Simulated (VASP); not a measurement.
A convergence study with VASP on Br (space group Cmce): one setting is varied, all else stays as given below, so the limit is that of these other settings.

```
CELL_PARAMETERS angstrom
      2.23328    -3.32499     0.00000
      2.23328     3.32499     0.00000
      0.00000     0.00000     8.69384
ATOMIC_POSITIONS crystal
  Br 0.86100 0.86100 0.88900
  Br 0.63900 0.63900 0.38900
  Br 0.36100 0.36100 0.61100
  Br 0.13900 0.13900 0.11100
```

Method: PBE GGA, VASP's PBE PAW potentials (set 64) (plane waves; VASP). The tightest run used: 300 eV cut-off, 9×9×4 Γ-centred mesh, Gaussian smearing of 0.010 eV, potentials Br.

The settings run are 3×3×1 mesh; 3×3×2 mesh; 4×4×2 mesh; 5×5×2 mesh; 6×6×3 mesh; 7×7×3 mesh; 9×9×4 mesh. From which on does the mean ε∞ stay within 0.1  of the tightest run?

From 5×5×2 mesh on: it is off by 0.07 there and by no more than 0.1 in any finer run, while 4×4×2 mesh is off by 0.14.
```tsv
setting	mean ε∞	irreducible k-points	difference judged ()
3×3×1 mesh	4.42	4	1.08
3×3×2 mesh	5.09	8	0.41
4×4×2 mesh	5.65	14	0.14
5×5×2 mesh	5.57	18	0.07
6×6×3 mesh	5.50	26	0.00
7×7×3 mesh	5.49	32	0.01
9×9×4 mesh	5.50	75	0.00
```

Left out are rungs that failed or repeat a setting and relaxations that didn't move; long series are thinned to 24 rows.

The structure is a typed Br crystal (space group no. 64). The cell was not relaxed at this level, forces remain on its atoms.
